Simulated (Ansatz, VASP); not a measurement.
# InCuW (InCuW in the AlB2 type): VASP beside Ansatz

Aim: how closely do two programs agree when they are given the same cell, functional and k mesh? The cell is generated by rule, not measured, and may not be a known phase. Of the first pair: The cell is taken from a series of runs on this material, whose earlier steps may have relaxed, scaled, displaced or heated it; both programs get it as it stands.

Calculated with Ansatz 0.2.0; plane waves, with VASP 6.6.1 beside it; relaxation of cell and atoms at PBE and zone-centre phonons at PBE.

### Step 1. The structure

Symmetry: P-6m2, No. 187, hexagonal system. Conventional cell: a = 4.485 Å, b = 4.485 Å, c = 2.837 Å, α = 90.00°, β = 90.00°, γ = 120.00°. Nearest to W lie 2 W at 2.84 Å and 6 In at 2.95 Å and 6 Cu at 2.95 Å. Nearest to In lie 3 Cu at 2.59 Å and 2 In at 2.84 Å and 6 W at 2.95 Å. Nearest to Cu lie 3 In at 2.59 Å and 2 Cu at 2.84 Å and 6 W at 2.95 Å. Farther neighbours are not listed.

### Step 2. VASP: relaxation of cell and atoms, PBE, pair 1

The relaxed volume is the usual yardstick between codes: in a stiff, nearly cubic crystal its relative difference is about their pressure difference at one cell divided by the bulk modulus.

Lines of VASP's logs that name or quote its potential files are left out, and so is its time.

Contents of INCAR:

```
SYSTEM = InCuW
PREC = Accurate
ENCUT = 600
EDIFF = 1E-07
NELM = 120
ISMEAR = 1
SIGMA = 0.2
LREAL = .FALSE.
ALGO = Normal
GGA = PE
NBANDS = 21
LASPH = .TRUE.
LORBIT = 11
LWAVE = .FALSE.
LCHARG = .FALSE.
ISIF = 3
IBRION = 2
NSW = 80
EDIFFG = -0.005
GGA_COMPAT = .FALSE.
NELMIN = 4
KPAR = 2
```

Contents of POSCAR:

```
InCuW
1.0
    4.4853220000      0.0000000000      0.0000000000
   -2.2426610000      3.8844030000      0.0000000000
    0.0000000000      0.0000000000      2.8370540000
W In Cu
1 1 1
Direct
    0.0000000000      0.0000000000      0.0000000000
    0.3333333333      0.6666666667      0.5000000000
    0.6666666667      0.3333333333      0.5000000000
```

Contents of KPOINTS:

```
Automatic mesh
0
Gamma
9 9 10
0 0 0
```

PAW data sets: W, In_d and Cu (PBE family, release 64).

On the command line:

```bash
$ mpirun -np 2 vasp_std
```

Numbers of over 12 decimals in the logs are rounded to 6 here.

The log of the run:

```text
[banner, memory and clock lines left out]
running    2 mpi-ranks, on    1 nodes
 distrk:  each k-point on    1 cores,    2 groups
 distr:  one band on    1 cores,    1 groups

 POSCAR found type information on POSCAR W InCu
 POSCAR found :  3 types and       3 ions
 LDA part: xc-table for (Slater+PW92), standard interpolation
 POSCAR, INCAR and KPOINTS ok, starting setup
 FFT: planning ... GRIDC
 FFT: planning ... GRID_SOFT
 FFT: planning ... GRID
 WAVECAR not read
 entering main loop
       N       E                     dE             d eps       ncg     rms          rms(c)
DAV:   1     0.233168947815E+03    0.23317E+03   -0.15358E+04  3096   0.225E+03
DAV:   2     0.204459358929E+01   -0.23112E+03   -0.22262E+03  3054   0.424E+02
DAV:   3    -0.186967680813E+02   -0.20741E+02   -0.19624E+02  3668   0.141E+02
DAV:   4    -0.195908241001E+02   -0.89406E+00   -0.87947E+00  3959   0.290E+01
DAV:   5    -0.196219838393E+02   -0.31160E-01   -0.31137E-01  4273   0.548E+00    0.190E+01
DAV:   6    -0.206121408971E+02   -0.99016E+00   -0.50349E+01  3889   0.165E+02    0.133E+01
DAV:   7    -0.174855626325E+02    0.31266E+01   -0.96543E+00  3611   0.783E+01    0.438E+00
DAV:   8    -0.174890224225E+02   -0.34598E-02   -0.16016E+00  4831   0.250E+01    0.265E+00
DAV:   9    -0.174198688502E+02    0.69154E-01   -0.61984E-01  4108   0.185E+01    0.110E+00
DAV:  10    -0.174271121334E+02   -0.72433E-02   -0.14096E-01  3623   0.980E+00    0.954E-01
DAV:  11    -0.174153612649E+02    0.11751E-01   -0.81375E-02  3714   0.729E+00    0.169E-01
DAV:  12    -0.174153245790E+02    0.36686E-04   -0.51109E-03  4694   0.119E+00    0.110E-01
DAV:  13    -0.174153546833E+02   -0.30104E-04   -0.18362E-04  4243   0.104E-01    0.114E-01
DAV:  14    -0.174153064847E+02    0.48199E-04   -0.18542E-04  3940   0.331E-01    0.455E-02
DAV:  15    -0.174152968745E+02    0.96102E-05   -0.53795E-05  4887   0.121E-01    0.493E-02
DAV:  16    -0.174152963293E+02    0.54518E-06   -0.38386E-06  4464   0.182E-02    0.407E-02
DAV:  17    -0.174152951696E+02    0.11598E-05   -0.62341E-07  3461   0.182E-02    0.367E-02
DAV:  18    -0.174152940106E+02    0.11589E-05   -0.78482E-07  4330   0.162E-02    0.252E-02
DAV:  19    -0.174152934810E+02    0.52958E-06   -0.38294E-07  3283   0.950E-03    0.142E-02
DAV:  20    -0.174152932911E+02    0.18995E-06   -0.33633E-07  3331   0.634E-03    0.408E-03
DAV:  21    -0.174152932890E+02    0.20864E-08   -0.24444E-08  1831   0.224E-03
   1 F= -.17415293E+02 E0= -.17415818E+02  d E =-.174153E+02
[...]
2 F= -.17414990E+02 E0= -.17415567E+02  d E =0.303357E-03
[...]
3 F= -.17415755E+02 E0= -.17416302E+02  d E =-.461408E-03
[...]
4 F= -.17415755E+02 E0= -.17416301E+02  d E =-.461347E-03
[...]
5 F= -.17415754E+02 E0= -.17416300E+02  d E =-.460645E-03
 curvature:  -0.48 expect dE=-0.145E-04 dE for cont linesearch -0.207E-06
 ZBRENT: accuracy reached
 trial: gam= 0.00018 g(F)=  0.313E-45 g(S)=  0.305E-04 ort = 0.302E-04 (trialstep = 0.884E+00)
 search vector abs. value=  0.306E-04
 bond charge predicted
       N       E                     dE             d eps       ncg     rms          rms(c)
DAV:   1    -0.174158495802E+02   -0.95651E-04   -0.30215E-03  3471   0.560E-01    0.559E-02
DAV:   2    -0.174157976914E+02    0.51889E-04   -0.16996E-04  3932   0.291E-01    0.337E-02
DAV:   3    -0.174157838557E+02    0.13836E-04   -0.13188E-04  4049   0.293E-01    0.304E-02
DAV:   4    -0.174157665513E+02    0.17304E-04   -0.48801E-05  4069   0.169E-01    0.532E-03
DAV:   5    -0.174157664284E+02    0.12295E-06   -0.41681E-06  4633   0.184E-02    0.446E-03
DAV:   6    -0.174157663829E+02    0.45475E-07   -0.10372E-07  1962   0.614E-03
   6 F= -.17415766E+02 E0= -.17416319E+02  d E =-.124488E-04
 trial-energy change:   -0.000012  1 .order   -0.000014   -0.000027   -0.000001
 step:   0.9429(harm=  0.9200)  dis= 0.00000  next Energy=   -17.415766 (dE=-0.125E-04)
 reached required accuracy - stopping structural energy minimisation
```

From OUTCAR (step 2):

```text
ion  position               nearest neighbor table
   1  0.000  0.000  0.000-   2 2.95   3 2.95   2 2.95   3 2.95   3 2.95   3 2.95   2 2.95   2 2.95
                             3 2.95   3 2.95   2 2.95   2 2.95
   2  0.333  0.667  0.500-   3 2.59   3 2.59   3 2.59   1 2.95   1 2.95   1 2.95   1 2.95   1 2.95
                             1 2.95
   3  0.667  0.333  0.500-   2 2.59   2 2.59   2 2.59   1 2.95   1 2.95   1 2.95   1 2.95   1 2.95
                             1 2.95

  LATTYP: Found a hexagonal cell.
 ALAT       =     4.4853220000
 C/A-ratio  =     0.6325195828

 Subroutine GETGRP returns: Found 12 space group operations
 (whereof 12 operations were pure point group operations)

The static configuration has the point symmetry D_3h.

 Found     72 irreducible k-points:

   k-points           NKPTS =     72   k-points in BZ     NKDIM =     72   number of bands    NBANDS=     21

   dimension x,y,z NGX =    36 NGY =   36 NGZ =   24
   dimension x,y,z NGXF=    72 NGYF=   72 NGZF=   48

   ENCUT  =  600.0 eV  44.10 Ry    6.64 a.u.   8.96  8.96  5.67*2*pi/ulx,y,z

   NELECT =      30.0000    total number of electrons

 k-points in reciprocal lattice and weights: Automatic mesh
   0.00000000  0.00000000  0.00000000       0.001
   0.11111111 -0.00000000  0.00000000       0.007
   0.22222222 -0.00000000  0.00000000       0.007
   0.33333333  0.00000000  0.00000000       0.007
   0.44444444 -0.00000000  0.00000000       0.007
   0.11111111  0.11111111  0.00000000       0.007
   0.22222222  0.11111111  0.00000000       0.015
   0.33333333  0.11111111  0.00000000       0.015
   0.44444444  0.11111111  0.00000000       0.007
[...]
0.33333333  0.22222222  0.50000000       0.015
   0.33333333  0.33333333  0.50000000       0.002

 average (electrostatic) potential at core
       1 -37.3861       2 -92.6242       3 -63.0908

 E-fermi :   8.3737

 k-point     1 :       0.0000    0.0000    0.0000
  band No.  band energies     occupation
    ...
     10       5.7730      2.00000
     11       5.7730      2.00000
     12       5.8672      2.00000
     13       5.9166      2.00000
     14       5.9166      2.00000
     15      10.2459     -0.00000
     16      10.5400     -0.00000
     17      10.5400     -0.00000
     18      11.6322     -0.00000
     19      11.6322     -0.00000
    ...

 k-point     2 :       0.1111   -0.0000    0.0000
  band No.  band energies     occupation
    ...
     10       5.7716      2.00000
     11       5.7743      2.00000
     12       5.7874      2.00000
     13       5.9386      2.00000
     14       5.9548      2.00000
     15      10.4794     -0.00000
     16      10.5448     -0.00000
     17      10.5580     -0.00000
     18      10.8172     -0.00000
     19      11.1106     -0.00000
    ...

 k-point     3 :       0.2222   -0.0000    0.0000
  band No.  band energies     occupation
    ...
     10       5.5609      2.00000
     11       5.7683      2.00000
     12       5.7752      2.00000
     13       6.0341      2.00000
     14       6.0665      2.00000
     15       9.2982     -0.00000
     16      10.0971     -0.00000
     17      10.3457     -0.00000
     18      10.5567     -0.00000
     19      11.7189     -0.00000
    ...

  Total        0.0008630      0.0008630     -0.0011776      0.0000000     -0.0000000      0.0000000
  in kB        0.0280818      0.0280818     -0.0383180      0.0000000     -0.0000000      0.0000000
  external PRESSURE =       0.0059486 kB  Pullay stress =       0.0000000 kB

  energy-cutoff  :      600.00
  volume of cell :       49.24
      direct lattice vectors                 reciprocal lattice vectors
     4.482031100 -0.000000000 -0.000000000     0.223113133  0.128814421 -0.000000000
    -2.241015550  3.881552997  0.000000000     0.000000000  0.257628841  0.000000000
     0.000000000 -0.000000000  2.830314580     0.000000000 -0.000000000  0.353317616

 POSITION                                       TOTAL-FORCE (eV/Angst)
 -----------------------------------------------------------------------------------
      0.00000     -0.00000      2.83031        -0.000000     -0.000000     -0.000000
     -0.00000      2.58770      1.41516         0.000000      0.000000      0.000000
      2.24102      1.29385      1.41516         0.000000     -0.000000     -0.000000
 -----------------------------------------------------------------------------------
    total drift:                               -0.000002     -0.000001     -0.000000

  FREE ENERGIE OF THE ION-ELECTRON SYSTEM (eV)
  ---------------------------------------------------
  free  energy   TOTEN  =       -17.4157663829 eV

  energy  without entropy=      -17.4174244155  energy(sigma->0) =      -17.41631906

 reached required accuracy - stopping structural energy minimisation

 total charge
# of ion       s       p       d       tot
------------------------------------------
    1        0.546   0.474   3.968   4.987
    2        0.850   0.960   9.904  11.715
    3        0.418   0.392   9.151   9.960
--------------------------------------------------
tot          1.814   1.825  23.023  26.662

[... 3 further parts left out ...]
```

The data set W keeps the semicore shell frozen, which is cheaper and a little less accurate. The run keeps the 12 symmetry operations of its start, so it cannot find a distortion of lower symmetry.

### Step 3. Ansatz: relaxation of cell and atoms, PBE, pair 1

Ansatz runs on its PAW soft_1 files.

The same cell, functional, mesh and smearing now go to Ansatz, which takes its cutoff from its data sets.

Contents of input.yaml:

```yaml
crystal:
  lattice:
    - [4.4853219971, 0.0, 0.0]
    - [-2.2426609986, 3.8844027937, 0.0]
    - [0.0, 0.0, 2.8370540651]
  atoms:
    - { symbol: W, position: [0.0, 0.0, 0.0] }
    - { symbol: In, position: [0.3333333333, 0.6666666667, 0.5] }
    - { symbol: Cu, position: [0.6666666667, 0.3333333333, 0.5] }
kpoints:
  mp_grid: { grid: [9, 9, 10] }
hamiltonian:
  xc: pbe
  pseudopotentials: { kind: paw, azcp: { folder: soft_1 } }
scf:
  occupations: { method: methfessel_paxton, width: 0.2 }
output:
  forces: true
  stress: true
  eigenvalues: true
relax:
  adjacent_minimum: "off"
  f_tol: 0.001
  max_steps: 60
  cell: { stress_tol: 0.01 }
```

On the command line:

```bash
$ ansatz run input.yaml --threads 4 --pin off --max-ram 12288MiB --backend cpu --events-out ev --progress --plain --runs-dir out
```

The log of the run:

```text
Engine: ansatz 0.2.0, aarch64-unknown-linux-gnu
Pseudopotentials: kind: paw
Pseudopotential: W, paw, valence charge 14, recommended cutoff 420 eV (normal), soft_1/W.paw.azcp
Pseudopotential: In, paw, valence charge 13, recommended cutoff 420 eV (normal), soft_1/In.paw.azcp
Pseudopotential: Cu, paw, valence charge 19, recommended cutoff 420 eV (normal), soft_1/Cu.paw.azcp
Functional definition: PBE
  parameter kappa = 0.804
  parameter beta = 0.066725
  exchange = pbe_x(kappa = kappa, mu = beta*pi^2/3)
  correlation = pbe_c(beta = beta)
Crystal: 3 atoms, lattice volume = 49.429 Å³
Basis set: ecut = 420 eV, 963 PW (Γ), exchange–correlation on 60×60×40 points (8 copies of the dense FFT grid, shifted against one another)
Bands: 28, of which v1, the nominal top of the filled ones, is band 23 counted from 1 (22 counted from 0)
Symmetry: 12 space group operations
Space group: P-6m2 (ITA 187), of the structure as read, at distance tolerance 3.7e-5 Å
k-points: 72 of 810 (time reversal used)
Non-local potential: W, projectors of the file, l = 0: 3, l = 1: 2, l = 2: 2, l = 3: 1
Non-local potential: In, projectors of the file, l = 0: 2, l = 1: 2, l = 2: 2, l = 3: 1
Non-local potential: Cu, projectors of the file, l = 0: 3, l = 1: 2, l = 2: 3, l = 3: 1
PAW form: soft (Blöchl's): semilocal exchange-correlation on the pseudo side does not see the compensation charge
PAW one-centre angular grid: W, 590 points (default); XC on 64 Gauss nodes
PAW one-centre angular grid: In, 590 points (default); XC on 64 Gauss nodes
PAW one-centre angular grid: Cu, 590 points (default); XC on 64 Gauss nodes
Initial density: superposition of atomic densities (chi_scale 0.1, normalization cell, long waves kept (reshape's long-wave potential 0.00 eV rms))
Initial wavefunctions: pseudopotential atomic-orbital guess
Functional: x = pbe(κ = 0.804, μ = 0.219515), c = pbe(β = 0.066725)
SCF iter   1: F=—  HF=-22608.428046 eV  |F-HF|=—  |Δ(HF+E_count)|=         —  Δρ=1.38e-1  dr2=7.08e0  ethr=3.10e-3  ⟨swp⟩=4.4  Hψ=7011  notcnv=0
preconditioner: auto → none  [metal: Δε(μ)=0.040 eV  Ē_g=10.243 eV  σ=0.200 eV  W_gap=0.17  n_scr=8 (ndim 8)  ℏωp=28.9 eV  f_vac=0.000  D(μ)=2.37/eV (n_scr^D=26)  sad-step TF]
SCF iter   2: F=—  HF=-22607.583434 eV  |F-HF|=—  |Δ(HF+E_count)|=   8.45e-1  S|Δr|=    0.00e0  Δρ=5.74e-2  dr2=1.73e0  ethr=3.10e-3  ⟨swp⟩=2.0  Hψ=3513  notcnv=0  defer=6
SCF iter   3: F=—  HF=-22607.207479 eV  |F-HF|=—  |Δ(HF+E_count)|=   3.76e-1  S|Δr|=    0.00e0  Δρ=2.82e-2  dr2=2.47e-1  ethr=3.10e-3  ⟨swp⟩=2.1  Hψ=3528  notcnv=0  defer=6
SCF iter   4: F=—  HF=-22607.153439 eV  |F-HF|=—  |Δ(HF+E_count)|=   5.40e-2  S|Δr|=    0.00e0  Δρ=2.71e-3  dr2=3.51e-3  ethr=5.37e-4  ⟨swp⟩=2.0  Hψ=3067  notcnv=0  defer=6
SCF iter   5: F=—  HF=-22607.154503 eV  |F-HF|=—  |Δ(HF+E_count)|=   1.06e-3  S|Δr|=    0.00e0  Δρ=1.14e-3  dr2=4.27e-4  ethr=7.64e-6  ⟨swp⟩=2.0  Hψ=3372  notcnv=0  defer=6
SCF iter   6: F=—  HF=-22607.154705 eV  |F-HF|=—  |Δ(HF+E_count)|=   2.02e-4  S|Δr|=    0.00e0  Δρ=6.33e-4  dr2=1.51e-4  ethr=9.29e-7  ⟨swp⟩=2.0  Hψ=3108  notcnv=0  defer=6
SCF iter   7: F=—  HF=-22607.154647 eV  |F-HF|=—  |Δ(HF+E_count)|=   5.83e-5  S|Δr|=    0.00e0  Δρ=1.76e-4  dr2=1.22e-5  ethr=3.29e-7  ⟨swp⟩=2.0  Hψ=3075  notcnv=0  defer=6
SCF iter   8: F=—  HF=-22607.154649 eV  |F-HF|=—  |Δ(HF+E_count)|=   1.91e-6  S|Δr|=    0.00e0  Δρ=2.95e-5  dr2=4.19e-7  ethr=2.66e-8  ⟨swp⟩=2.0  Hψ=3046  notcnv=0  defer=6
SCF iter   9: F=-22607.154649 eV  HF=-22607.154649 eV  |F-HF|=3.06e-10  |Δ(HF+E_count)|=   1.35e-8  S|Δr|=    0.00e0  Δρ=3.51e-6  dr2=2.52e-9  ethr=2.17e-10  ⟨swp⟩=5.5  Hψ=7881  notcnv=0
SCF 1 converged in 9 iterations: F = -22607.154649 eV  dr2 = 2.52e-9
  greatest PAW one-centre occupation: 1.000 electrons in one spin orbital (limit 2), on the Cu atom at site 2 (counted from 0), in its partial waves of l = 0
relax step   1: F+E_penalty+E_count = -22607.15464904 eV  Δ(F+E_penalty+E_count) = +0.000e0 eV  max|allowed force component| = 9.560e-17 eV/Å  Δτ_max = 0.0000 Å  P = -0.108 GPa  Ω = 49.429 Å³  (9 SCF iters, dr2 threshold 1.00e-7 eV, accepted)
[...]
relax step   2: F+E_penalty+E_count = -22607.15466815 eV  Δ(F+E_penalty+E_count) = -1.911e-5 eV  max|allowed force component| = 4.009e-17 eV/Å  Δτ_max = 0.0000 Å  P = +0.152 GPa  Ω = 49.349 Å³  energy of the carried Pulay correction = +3.342e-5 eV  (4 SCF iters, dr2 threshold 4.01e-8 eV, rejected (line search))
[...]
relax step   3: F+E_penalty+E_count = -22607.15467438 eV  Δ(F+E_penalty+E_count) = -2.534e-5 eV  max|allowed force component| = 2.344e-16 eV/Å  Δτ_max = 0.0000 Å  P = -0.002 GPa  Ω = 49.396 Å³  energy of the carried Pulay correction = +1.379e-5 eV  (7 SCF iters, accepted)
[...]
relax step   4: F+E_penalty+E_count = -22607.15465678 eV  Δ(F+E_penalty+E_count) = +1.760e-5 eV  max|allowed force component| = 2.174e-16 eV/Å  Δτ_max = 0.0000 Å  P = -0.002 GPa  Ω = 49.396 Å³  stress off target by 5.11e-3 GPa  SCF on the basis re-selected at this cell (its energy is not comparable with the rows above)  (5 SCF iters)
basis re-selected at this cell: Δ(F+E_penalty+E_count) = +1.760e-5 eV, ΔP = +0.000 GPa vs the last step (what re-selecting the basis moved, of the pressure what is left beyond the Pulay correction that the steps carried, after the strain that the cell walked since its last selection, with what the two solves' SCF thresholds leave and, on support functions, any second-order correction that the steps lacked; it is no m [...]
SCF converged after 5 iterations
Stability not checked: this state was not tested for a lower state beside it, because cold or Methfessel-Paxton smearing, or corrected tetrahedra, fill the levels in a way that the test cannot read (fill_not_monotonic; see scf.lower_state_search)
Free energy (F): -22607.154657 eV
Harris-Foulkes:  -22607.154657 eV  (|F-HF|=7.28e-12)
Internal energy: -22607.156185 eV  (E = F + TS)
E sigma→0 (E₀):  -22607.155039 eV
Entropy (-TS):   0.001528 eV (0.509 meV/atom)
Fermi energy:    16.640500 eV
Step filling:    the computed levels leave a gap of 0.0000 eV = 0.0 smearing widths at the electron count; against every level under it full and every level over it empty, smearing changes F+E_penalty+E_count by +1.538 meV and its σ→0 estimate by +1.156 meV
--- Per-component energies (eV) ---
  E_band       = -464.356434
  E_kinetic    = 901.614011
  E_local      = -6608.533025  (includes V_loc(G=0)·N_el)
  E_nonlocal   = 1190.642666
  E_hartree    = 2820.095374
  E_xc         = -478.786640
  E_vxc        = -408.938285  (∫ρ·V_xc dr)
  E_paw        = -14601.356369  (= ΣΔE_a)
  E_vpaw       = -1179.333803  (= ΣTr[D̂ρ^β])
  E_aug_tail   = 0.001295  (compensation charges beyond the density's cutoff)
  E_ewald      = -5830.833496
  E_smearing   = 0.001528  (= −TS)
  E_closure    = -0.000000  (closes the sum)
  Σ components = -22607.154657   (vs F -22607.154657, Δ=0.00e0)
--- Forces (eV/Å), atoms counted from 1 ---
  atom   1  W      0.00000000    -0.00000000    -0.00000000
  atom   2  In     0.00000000    -0.00000000    -0.00000000
  atom   3  Cu     0.00000000     0.00000000     0.00000000
  max |Σ_I F_I| component: 1.53e-16 eV/Å
--- Stress (GPa, compression-positive) ---
       -0.005110      -0.000000       0.000000
       -0.000000      -0.005110      -0.000000
        0.000000      -0.000000       0.004471
  P = ⅓ Tr σ = -0.0019 GPa (-0.019 kbar)
--- Band table (eV; the first three rows and the last of 72) ---
  k-point 0: bands = [... 19 lower, 14.1287, 14.1802, 14.1802, 18.4523, 18.8014, 18.8014, 19.8604, 19.8604, ... 1 higher]
  k-point 1: bands = [... 19 lower, 14.4423, 14.4979, 14.4979, 17.9396, 17.9396, 18.5543, 20.8006, 20.8006, ... 1 higher]
  k-point 2: bands = [... 19 lower, 15.0520, 15.0520, 15.3261, 16.8972, 16.8972, 18.8735, 20.9305, 22.1112, ... 1 higher]
  k-point 71: bands = [... 19 lower, 14.4597, 14.9169, 15.4438, 16.2145, 17.4322, 18.9324, 18.9837, 19.6881, ... 1 higher]
--- Relaxed structure (3 steps of the walk, 2 accepted, 1 SCFs on fresh bases) ---
  F+E_penalty+E_count = -22607.15465678 eV   max|allowed force component| = 2.174e-16 eV/Å   (the final SCF, on the basis selected at the relaxed cell)
  cell:  # Å, volume = 49.3964 Å³
    - [4.484506, 2.886212677949832e-11, 0]
    - [-2.242253, 3.883696, 0]
    - [0, 0, 2.836191]
  atoms:
    - { symbol: W, position: [0, 0, 0] }
    - { symbol: In, position: [0.333333, 0.666667, 0.5] }
    - { symbol: Cu, position: [0.666667, 0.333333, 0.5] }
```

### Step 4. Side by side

Known differences besides the potentials themselves: the data sets hold 46 valence electrons in Ansatz (on its PAW soft_1 files) and 30 in VASP; the cutoff is 420 eV in Ansatz and 600 eV in VASP; Ansatz adds a Pulay correction to the stress that steers its cell, VASP none. Total energies have different zeros and are not compared.

The two programs side by side:

```tsv
quantity	Ansatz	VASP	difference
volume (Å³)	49.40	49.24	+0.32 %
edge a after relaxation, in the typed setting (Å)	4.484	4.482	+0.06 %
edge c after relaxation, in the typed setting (Å)	2.836	2.830	+0.21 %
```

(Part 1 of 2 ends here.)

[Lines on the potential files, build, host, timing and source positions are cut from VASP's logs without a mark.]

[Logs are printed without paths, hosts, clocks, repeated set-up lines and the standing remarks that a program may print on its own settings, such as how far it seeks lower states.]

[Hosts, paths, dates, database ids (printed as entryN), source tags and the programs' standing remarks are cut or masked in the printed files.]
